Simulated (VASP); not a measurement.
Consider the following.

```yaml
crystal:
  lattice:
    - [0.00000, 2.87790, 2.87790]
    - [2.87790, 0.00000, 2.87790]
    - [2.87790, 2.87790, 0.00000]
  atoms:
    - { symbol: K, position: [0.00000, 0.00000, 0.00000] }
    - { symbol: Cl, position: [0.50000, 0.50000, 0.50000] }
```

These are r2SCAN meta-GGA, VASP's PBE PAW potentials (set 64) (plane waves; VASP) values and carry that method's errors. Settings: 480 eV cut-off, 8×8×8 Γ-centred mesh, Gaussian smearing of 0.050 eV, potentials K_sv Cl.

### Question
Predict the energy per atom (σ→0), pressure, band gap (on the k-mesh) with the smallest direct gap where there is one.

### Answer

```
Item                                         Result
-----------------------------------  --------------
band gap (on the k-mesh)                    6.60 eV
smallest direct gap (on the k-mesh)         6.87 eV
energy per atom (σ→0)                -8.074 eV/atom
pressure                                   9.98 GPa
```

Total energies compare only between runs with the same potentials, cut-off and functional.

The compound is KCl in the rock salt structure. It was relaxed first under an external pressure of 10 GPa.
